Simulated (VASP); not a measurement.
# A slab model of Pb(110)-(1x2) missing row

Wanted: how Pb(110)-(1x2) missing row relaxes, and what it costs to take an electron out.

Main program and level: VASP 6.6.1; r2SCAN; plane waves and PAW (Pb).

**1. The starting structure**

The cell holds 9 atoms: 9 Pb. Its edges and angles: a = 9.900 Å, b = 3.500 Å, c = 24.000 Å, α = 90.0°, β = 90.0°, γ = 90.0°. Vacuum lies along c.

**2. Relaxing the slab**

All atoms relax at the fixed cell.

INCAR reads:

```
SYSTEM = Pb
PREC = Normal
ENCUT = 300
EDIFF = 1E-05
NELM = 120
ISMEAR = -1
SIGMA = 0.1
LREAL = .FALSE.
ALGO = Normal
METAGGA = R2SCAN
LASPH = .TRUE.
NBANDS = 27
LORBIT = 11
LWAVE = .FALSE.
LCHARG = .FALSE.
KPAR = 2
NCORE = 2
IBRION = 2
NSW = 40
ISIF = 2
EDIFFG = -0.03
POTIM = 0.4
MAXMIX = 40
IDIPOL = 3
LDIPOL = .TRUE.
DIPOL = 0.5 0.5 0.484
```

POSCAR reads:

```
Pb
1.0
    9.9000000000      0.0000000000      0.0000000000
    0.0000000000      3.5001785669      0.0000000000
    0.0000000000      0.0000000000     24.0003571337
Pb
9
Direct
    0.0000000000      0.0000000000      0.3541613965
    0.5000000000      0.0000000000      0.3541613965
    0.2500000000      0.5000000000      0.4270806983
    0.7500000000      0.5000000000      0.4270806983
    0.0000000000      0.0000000000      0.5000000000
    0.5000000000      0.0000000000      0.5000000000
    0.2500000000      0.5000000000      0.5729193017
    0.7500000000      0.5000000000      0.5729193017
    0.0000000000      0.0000000000      0.6458386035
```

KPOINTS reads:

```
Automatic mesh
0
Gamma
3 8 1
0 0 0
```

The projector-augmented-wave data sets are Pb (PBE family, release 64).

The run is started by

```bash
mpirun -np 4 vasp_std
```

The program printed:

```text
[banner, memory and clock lines left out]
running    4 mpi-ranks, on    1 nodes
 distrk:  each k-point on    2 cores,    2 groups
 distr:  one band on    2 cores,    1 groups

 POSCAR found type information on POSCAR Pb
 POSCAR found :  1 types and       9 ions
|                                                                             |
|               ----> ADVICE to this user running VASP <----                  |
|                                                                             |
|     You enforced a specific xc type in the INCAR file but a different       |
|     [... a line on the potential file left out ...]
|     I HOPE YOU KNOW WHAT YOU ARE DOING!                                     |
|                                                                             |

 LDA part: xc-table for (None), standard interpolation
 POSCAR, INCAR and KPOINTS ok, starting setup
 FFT: planning ... GRIDC
 FFT: planning ... GRID_SOFT
 FFT: planning ... GRID
 WAVECAR not read
 entering main loop
       N       E                     dE             d eps       ncg     rms          rms(c)
DAV:   1    -0.295030530598E+03   -0.29503E+03   -0.74195E+03   540   0.590E+02
DAV:   2    -0.481441572261E+03   -0.18641E+03   -0.17710E+03   805   0.122E+02
DAV:   3    -0.505546125424E+03   -0.24105E+02   -0.23867E+02   633   0.517E+01
DAV:   4    -0.506733279273E+03   -0.11872E+01   -0.11813E+01   808   0.124E+01
DAV:   5    -0.506763480369E+03   -0.30201E-01   -0.30178E-01   794   0.212E+00    0.127E+01
DAV:   6    -0.505136640753E+03    0.16268E+01   -0.52373E-01   693   0.379E+00    0.841E+00
DAV:   7    -0.505291960447E+03   -0.15532E+00   -0.98895E-01   714   0.392E+00    0.147E+00
DAV:   8    -0.505191072190E+03    0.10089E+00   -0.12991E+00   797   0.457E+00    0.958E-01
DAV:   9    -0.505150700050E+03    0.40372E-01   -0.24540E-01   767   0.209E+00    0.698E-01
DAV:  10    -0.505158145880E+03   -0.74458E-02   -0.33231E-02   596   0.749E-01    0.427E-01
DAV:  11    -0.505159574019E+03   -0.14281E-02   -0.49366E-03   719   0.280E-01    0.194E-01
DAV:  12    -0.505161670616E+03   -0.20966E-02   -0.18895E-03   652   0.208E-01    0.864E-02
DAV:  13    -0.505163207871E+03   -0.15373E-02   -0.15047E-03   616   0.171E-01    0.124E-01
DAV:  14    -0.505165546749E+03   -0.23389E-02   -0.99235E-04   583   0.129E-01    0.602E-02
DAV:  15    -0.505167042796E+03   -0.14960E-02   -0.11017E-03   638   0.119E-01    0.354E-02
DAV:  16    -0.505167295401E+03   -0.25261E-03   -0.81561E-05   709   0.331E-02    0.264E-02
DAV:  17    -0.505167936055E+03   -0.64065E-03   -0.83368E-05   599   0.298E-02    0.205E-02
DAV:  18    -0.505168369507E+03   -0.43345E-03   -0.57373E-05   550   0.241E-02    0.141E-02
DAV:  19    -0.505168609373E+03   -0.23987E-03   -0.26140E-05   522   0.159E-02    0.551E-03
DAV:  20    -0.505168736723E+03   -0.12735E-03   -0.24808E-05   517   0.150E-02    0.377E-03
DAV:  21    -0.505168771630E+03   -0.34907E-04   -0.29985E-06   418   0.824E-03    0.302E-03
DAV:  22    -0.505168808616E+03   -0.36986E-04   -0.54527E-06   460   0.805E-03    0.239E-03
DAV:  23    -0.505168824355E+03   -0.15739E-04   -0.16191E-06   410   0.588E-03    0.312E-03
DAV:  24    -0.505168838432E+03   -0.14077E-04   -0.12046E-06   382   0.591E-03    0.110E-03
DAV:  25    -0.505168839037E+03   -0.60541E-06   -0.32519E-07   366   0.292E-03
   1 F= -.50516884E+03 E0= -.50509879E+03  d E =-.505169E+03
 curvature:   0.00 expect dE= 0.000E+00 dE for cont linesearch  0.000E+00
 trial: gam= 0.00000 g(F)=  0.496E-01 g(S)=  0.000E+00 ort = 0.000E+00 (trialstep = 0.100E+01)
 search vector abs. value=  0.496E-01
 bond charge predicted
       N       E                     dE             d eps       ncg     rms          rms(c)
DAV:   1    -0.505208565514E+03   -0.39727E-01   -0.39426E-01   540   0.239E+00    0.389E-01
DAV:   2    -0.505214829197E+03   -0.62637E-02   -0.37349E-02   676   0.715E-01    0.320E-01
DAV:   3    -0.505214733230E+03    0.95968E-04   -0.54153E-03   658   0.314E-01    0.265E-01
DAV:   4    -0.505215385135E+03   -0.65191E-03   -0.67586E-04   583   0.977E-02    0.195E-01
DAV:   5    -0.505215206198E+03    0.17894E-03   -0.11737E-04   731   0.392E-02    0.167E-01
DAV:   6    -0.505215223162E+03   -0.16964E-04   -0.97464E-05   638   0.388E-02    0.891E-02
DAV:   7    -0.505215435774E+03   -0.21261E-03   -0.44580E-05   565   0.272E-02    0.480E-02
DAV:   8    -0.505215503207E+03   -0.67433E-04   -0.96288E-06   473   0.155E-02    0.340E-02
DAV:   9    -0.505215552293E+03   -0.49087E-04   -0.81986E-06   393   0.128E-02    0.139E-02
DAV:  10    -0.505215572609E+03   -0.20315E-04   -0.41809E-06   418   0.936E-03    0.655E-03
DAV:  11    -0.505215577862E+03   -0.52529E-05   -0.12600E-06   354   0.629E-03
   2 F= -.50521558E+03 E0= -.50514682E+03  d E =-.467388E-01
[... from here on, the cycles between the ionic steps are left out ...]
   3 F= -.50531828E+03 E0= -.50525213E+03  d E =-.149442E+00
   4 F= -.50531553E+03 E0= -.50524904E+03  d E =-.146687E+00
   5 F= -.50535523E+03 E0= -.50528978E+03  d E =-.186391E+00
   6 F= -.50535545E+03 E0= -.50528998E+03  d E =-.186613E+00
   7 F= -.50536699E+03 E0= -.50530194E+03  d E =-.115420E-01
   8 F= -.50538162E+03 E0= -.50531745E+03  d E =-.261626E-01
   9 F= -.50538967E+03 E0= -.50532567E+03  d E =-.805856E-02
  10 F= -.50539392E+03 E0= -.50532990E+03  d E =-.123064E-01
  11 F= -.50539404E+03 E0= -.50532998E+03  d E =-.124221E-01
 curvature:  -7.04 expect dE=-0.300E-02 dE for cont linesearch -0.233E-06
 trial: gam=-0.06892 g(F)=  0.426E-03 g(S)=  0.000E+00 ort =-0.126E-04 (trialstep = 0.453E+01)
 search vector abs. value=  0.451E-03
 bond charge predicted
       N       E                     dE             d eps       ncg     rms          rms(c)
DAV:   1    -0.505393850920E+03    0.17883E-03   -0.71633E-02   543   0.105E+00    0.200E-01
DAV:   2    -0.505394872566E+03   -0.10216E-02   -0.74557E-03   678   0.313E-01    0.119E-01
DAV:   3    -0.505395091561E+03   -0.21899E-03   -0.31651E-04   632   0.691E-02    0.570E-02
DAV:   4    -0.505395105666E+03   -0.14105E-04   -0.26783E-05   560   0.211E-02    0.332E-02
DAV:   5    -0.505395155093E+03   -0.49427E-04   -0.21192E-05   511   0.175E-02    0.157E-02
DAV:   6    -0.505395146749E+03    0.83433E-05   -0.53442E-06   429   0.116E-02
  12 F= -.50539515E+03 E0= -.50533127E+03  d E =-.110957E-02
 trial-energy change:   -0.001110  1 .order   -0.001142   -0.001934   -0.000350
 step:   5.5307(harm=  5.5307)  dis= 0.00883  next Energy=  -505.395218 (dE=-0.118E-02)
 reached required accuracy - stopping structural energy minimisation
```

Elapsed: 3.9 min, on 4 MPI ranks of Intel Xeon 6975P-C (Granite Rapids), shared host; peak memory 0.89 GiB; 16 min of CPU time.

Lines that name or quote the potential files are left out of all logs, and their timing lines are given in words.

From OUTCAR (step 2):

```text
ion  position               nearest neighbor table
   1  0.000  0.000  0.354-   3 3.50   4 3.50   3 3.50   4 3.50   5 3.50
   2  0.500  0.000  0.354-   3 3.50   4 3.50   3 3.50   4 3.50   6 3.50
   3  0.250  0.500  0.427-   7 3.50   6 3.50   5 3.50   5 3.50   6 3.50   1 3.50   2 3.50   2 3.50
                             1 3.50
   4  0.750  0.500  0.427-   8 3.50   6 3.50   5 3.50   5 3.50   6 3.50   1 3.50   2 3.50   2 3.50
                             1 3.50
   5  0.000  0.000  0.500-   3 3.50   4 3.50   7 3.50   8 3.50   3 3.50   4 3.50   7 3.50   8 3.50
                             1 3.50   9 3.50
   6  0.500  0.000  0.500-   3 3.50   4 3.50   7 3.50   8 3.50   3 3.50   4 3.50   7 3.50   8 3.50
                             2 3.50
   7  0.250  0.500  0.573-   3 3.50   5 3.50   6 3.50   5 3.50   6 3.50   9 3.50   9 3.50
   8  0.750  0.500  0.573-   4 3.50   5 3.50   6 3.50   5 3.50   6 3.50   9 3.50   9 3.50
   9  0.000  0.000  0.646-   7 3.50   8 3.50   7 3.50   8 3.50   5 3.50

  LATTYP: Found a simple orthorhombic cell.
 ALAT       =     3.5001785669
 B/A-ratio  =     2.8284271247
 C/A-ratio  =     6.8568950626

 Subroutine GETGRP returns: Found  4 space group operations
 (whereof  4 operations were pure point group operations)

The static configuration has the point symmetry C_2v.

 Found     10 irreducible k-points:

   k-points           NKPTS =     10   k-points in BZ     NKDIM =     10   number of bands    NBANDS=     27

   dimension x,y,z NGX =    42 NGY =   16 NGZ =  108
   dimension x,y,z NGXF=    84 NGYF=   32 NGZF=  216

   ENCUT  =  300.0 eV  22.05 Ry    4.70 a.u.  13.98  4.94 33.89*2*pi/ulx,y,z

   NELECT =      36.0000    total number of electrons

 k-points in reciprocal lattice and weights: Automatic mesh
   0.00000000  0.00000000  0.00000000       0.042
   0.33333333  0.00000000  0.00000000       0.083
   0.00000000  0.12500000  0.00000000       0.083
   0.33333333  0.12500000  0.00000000       0.167
   0.00000000  0.25000000  0.00000000       0.083
   0.33333333  0.25000000  0.00000000       0.167
   0.00000000  0.37500000  0.00000000       0.083
   0.33333333  0.37500000  0.00000000       0.167
   0.00000000  0.50000000  0.00000000       0.042
   0.33333333  0.50000000  0.00000000       0.083

 dipolmoment           0.000000      0.000000     -0.001811 electrons x Angstroem

 average (electrostatic) potential at core
       1 -52.9211       2 -52.7039       3 -52.6925       4 -52.6925       5 -52.6568
       6 -52.8258       7 -52.7970       8 -52.7970       9 -52.8020

 E-fermi :  -0.9291

 k-point     1 :       0.0000    0.0000    0.0000
  band No.  band energies     occupation
    ...
     13      -2.3841      2.00000
     14      -2.2839      2.00000
     15      -1.7838      1.99961
     16      -1.5061      1.99378
     17      -1.2613      1.93033
     18       0.1949      0.00003
     19       0.4109      0.00000
     20       0.7713      0.00000
     21       1.6153      0.00000
     22       1.7819      0.00000
    ...

 k-point     2 :       0.3333    0.0000    0.0000
  band No.  band energies     occupation
    ...
     12      -3.5589      2.00000
     13      -3.2691      2.00000
     14      -2.2737      2.00000
     15      -1.8225      1.99974
     16      -1.1556      1.81178
     17      -0.3647      0.00705
     18       0.0652      0.00010
     19       0.3319      0.00001
     20       0.7749      0.00000
     21       1.5655      0.00000
    ...

 k-point     3 :       0.0000    0.1250    0.0000
  band No.  band energies     occupation
    ...
     13      -2.2128      1.99999
     14      -2.1699      1.99999
     15      -1.7012      1.99911
     16      -1.3272      1.96334
     17      -1.1681      1.83205
     18       0.0162      0.00016
     19       0.0961      0.00007
     20       0.3535      0.00001
     21       0.6298      0.00000
     22       1.2446      0.00000
    ...

  Total       -0.1540958     -1.5341389      0.0599817      0.0000000      0.0000000      0.0000000
  in kB       -0.2968644     -2.9555081      0.1155543      0.0000000      0.0000000      0.0000000
  external PRESSURE =      -1.0456061 kB  Pullay stress =       0.0000000 kB

  energy-cutoff  :      300.00
  volume of cell :      831.65
      direct lattice vectors                 reciprocal lattice vectors
     9.900000000  0.000000000  0.000000000     0.101010101  0.000000000  0.000000000
     0.000000000  3.500178567  0.000000000     0.000000000  0.285699710  0.000000000
     0.000000000  0.000000000 24.000357134     0.000000000  0.000000000  0.041666047

 POSITION                                       TOTAL-FORCE (eV/Angst)
 -----------------------------------------------------------------------------------
      0.00000      0.00000      8.79833         0.000000     -0.000000     -0.003000
      4.95000      0.00000      8.63815         0.000000     -0.000000     -0.020109
      2.54645      1.75009     10.18524         0.005770      0.000000      0.004830
      7.35355      1.75009     10.18524        -0.005770     -0.000000      0.004830
      0.00000      0.00000     12.04960         0.000000     -0.000000     -0.017518
      4.95000      0.00000     12.01075         0.000000     -0.000000      0.011712
      2.42644      1.75009     13.66408         0.014880     -0.000000      0.013361
      7.47356      1.75009     13.66408        -0.014880     -0.000000      0.013361
      0.00000      0.00000     15.30593         0.000000     -0.000000     -0.007466
 -----------------------------------------------------------------------------------
    total drift:                                0.000000     -0.000000      0.001768

  FREE ENERGIE OF THE ION-ELECTRON SYSTEM (eV)
  ---------------------------------------------------
  free  energy   TOTEN  =      -505.3951467493 eV

  energy  without entropy=     -505.2673995587  energy(sigma->0) =     -505.33127315

 reached required accuracy - stopping structural energy minimisation

 vacuum level on the upper side and lower side of the slab         2.828         2.836

 total charge
# of ion       s       p       d       tot
------------------------------------------
    1        1.691   1.281   0.054   3.025
    2        1.684   1.311   0.053   3.049
    3        1.696   1.359   0.074   3.129
    4        1.696   1.359   0.074   3.129
    5        1.692   1.432   0.079   3.204
    6        1.701   1.311   0.069   3.082
    7        1.697   1.297   0.061   3.055
    8        1.697   1.297   0.061   3.055
    9        1.686   1.286   0.052   3.024
--------------------------------------------------
tot         15.238  11.933   0.579  27.750

[... 3 further parts left out ...]
```

CONTCAR:

```
Pb
   1.00000000000000
     9.9000000000000004    0.0000000000000000    0.0000000000000000
     0.0000000000000000    3.5001785668999998    0.0000000000000000
     0.0000000000000000    0.0000000000000000   24.0003571336999997
  Pb
     9
Direct
     0.0000000000000000    0.0000000000000000    0.3665917024280249
     0.5000000000000000    0.0000000000000000    0.3599176616147304
     0.2572176757568060    0.5000000000000000    0.4243788698426724
     0.7427823242431939    0.5000000000000000    0.4243788698426724
     0.0000000000000000    0.0000000000000000    0.5020592601271177
     0.5000000000000000    0.0000000000000000    0.5004405559205339
     0.2450953064900851    0.5000000000000000    0.5693284012099681
     0.7549046935099148    0.5000000000000000    0.5693284012099681
     0.0000000000000000    0.0000000000000000    0.6377376743043095
```

The PAW data sets were made with PBE, which is usual practice but a small mismatch for other functionals. The data set Pb keeps the semicore shell frozen, which is cheaper and a little less accurate. The run keeps the 4 symmetry operations of its start, so it cannot find a distortion of lower symmetry.

The steps of the relaxation:

| step | energy less that of the first step (eV) | largest force (eV/Å) |
| --- | --- | --- |
| 1 | 0.0000 | 0.5599 |
| 2 | -0.0467 | 0.5184 |
| 3 | -0.1494 | 0.3850 |
| 4 | -0.1467 | 0.5276 |
| 5 | -0.1864 | 0.2549 |
| 6 | -0.1866 | 0.2427 |
| 7 | -0.1982 | 0.1878 |
| 8 | -0.2128 | 0.1457 |
| 9 | -0.2208 | 0.1051 |
| 10 | -0.2251 | 0.0551 |
| 11 | -0.2252 | 0.0489 |
| 12 | -0.2263 | 0.0201 |

The atoms that moved most (Å):

```csv
atom,dx,dy,dz,length
Pb1,0.000,0.000,0.298,0.298
Pb9,0.000,0.000,-0.194,0.194
Pb2,0.000,0.000,0.138,0.138
Pb8,0.049,0.000,-0.086,0.099
Pb7,-0.049,0.000,-0.086,0.099
Pb4,-0.071,0.000,-0.065,0.096
Pb3,0.071,0.000,-0.065,0.096
Pb5,0.000,0.000,0.049,0.049
```

The relaxed structure:

```cif
data_structure
_symmetry_space_group_name_H-M 'P 1'
_symmetry_Int_Tables_number 1
_cell_length_a 9.9000
_cell_length_b 3.5002
_cell_length_c 24.0004
_cell_angle_alpha 90.000
_cell_angle_beta 90.000
_cell_angle_gamma 90.000
_cell_volume 831.65
loop_
_atom_site_label
_atom_site_type_symbol
_atom_site_fract_x
_atom_site_fract_y
_atom_site_fract_z
_atom_site_occupancy
Pb1 Pb 0.00000 0.00000 0.36659 1
Pb2 Pb 0.50000 0.00000 0.35992 1
Pb3 Pb 0.25722 0.50000 0.42438 1
Pb4 Pb 0.74278 0.50000 0.42438 1
Pb5 Pb 0.00000 0.00000 0.50206 1
Pb6 Pb 0.50000 0.00000 0.50044 1
Pb7 Pb 0.24510 0.50000 0.56933 1
Pb8 Pb 0.75490 0.50000 0.56933 1
Pb9 Pb 0.00000 0.00000 0.63774 1
```

Numbers from this step:

```yaml
electronic_cycles: 103
electrons: 36
free_energy_toten: -505.3951 eV
energy_at_zero_smearing: -505.3313 eV
fermi_energy: -0.9291 eV
labelled_metallic_from_the_levels_on_this_mesh: yes
dipole_moment: 0, 0, -0.001811 e·Å
```

The run ended after 12 ionic steps, 0.226 eV below its first step, once the forces on the free atoms met EDIFFG = -0.03.

Only the dipole across the slab is computed (IDIPOL = 3); zeros along the plane are no results.

(Part 1 of 3 ends here.)

[Lines on the potential files, build, host, timing and source positions are cut from VASP's logs without a mark.]

[Logs are printed without paths, hosts, clocks, repeated set-up lines and the standing remarks that a program may print on its own settings, such as how far it seeks lower states.]

[Hosts, paths, dates, database ids (printed as entryN), source tags and the programs' standing remarks are cut or masked in the printed files.]

[In band tables of VASP the shares of atoms and orbitals are scaled to a sum of 1 inside the atoms' spheres.]

[Runs that stopped without an error message from VASP are left out.]
